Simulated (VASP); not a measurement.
**MgPb2N2: single point with PBEsol**

MgPb2N2:

```
Mg Pb N
1.0
     3.39174    0.00000    0.00000
    -1.69587    2.93734    0.00000
     0.00000    0.00000    9.23496
Mg Pb N
1 2 2
Cartesian
  0.0000 0.0000 0.0000
  1.6959 0.9791 2.6463
  0.0000 1.9582 6.5887
  1.6959 0.9791 7.9589
  0.0000 1.9582 1.2761
```

The cell comes from a database or a generator and needn't be the stable form of this composition.

| Quantity | Value |
| --- | --- |
| Program | VASP 6.6.1 |
| Task | single point |
| Functional | PBEsol |
| Potentials or basis | VASP PAW PBE potentials, release 64 (Mg, Pb_d, N) |
| Cutoff | 520 eV |
| k mesh | 6 × 6 × 2 |
| Occupations | fermi-dirac, width 0.1 eV |
| Spin | no spin polarisation |

* Pressure: -3.6 GPa
* Largest force: 0.296 eV/Å
* Band gap on the k mesh: 0.57 eV, direct

Forces on the atoms (eV/Å):
```
Mg   0.000  0.000  0.000
Pb   0.000  0.000 -0.296
Pb   0.000  0.000  0.296
N    0.000  0.000 -0.178
N    0.000  0.000  0.178
```

Stress tensor (GPa, compression positive):
```
-3.79  0.00  0.00
 0.00 -3.79  0.00
 0.00  0.00 -3.11
```

Levels at points of the mesh, in eV from the valence-band top:
| k point | band 18 | band 19 | band 20 | band 21 | band 22 | band 23 |
| --- | --- | --- | --- | --- | --- | --- |
| (0.00, 0.00, 0.00) | -0.65 | -0.65 | 0.00 | 0.57 | 2.70 | 7.05 |
| (0.50, 0.00, 0.00) | -2.04 | -1.58 | -1.26 | 0.89 | 1.47 | 3.95 |
| (0.00, 0.00, 0.50) | -0.97 | -0.65 | -0.65 | 1.65 | 2.48 | 6.94 |
| (0.50, 0.00, 0.50) | -2.03 | -1.60 | -1.33 | 0.63 | 2.07 | 3.34 |

Run time: 59 s on 1 thread of Intel(R) Xeon(R) Platinum 8259CL CPU @ 2.50GHz (Skylake/Cascade Lake), with other jobs on the host, peak memory 0.23 GiB.

Caveat: the PAW data sets were made with another functional, which shifts forces and pressure a little; spin-orbit coupling is left out, which as a rule narrows the gap of such compounds by several tenths of an eV. A k mesh can miss the band edges.
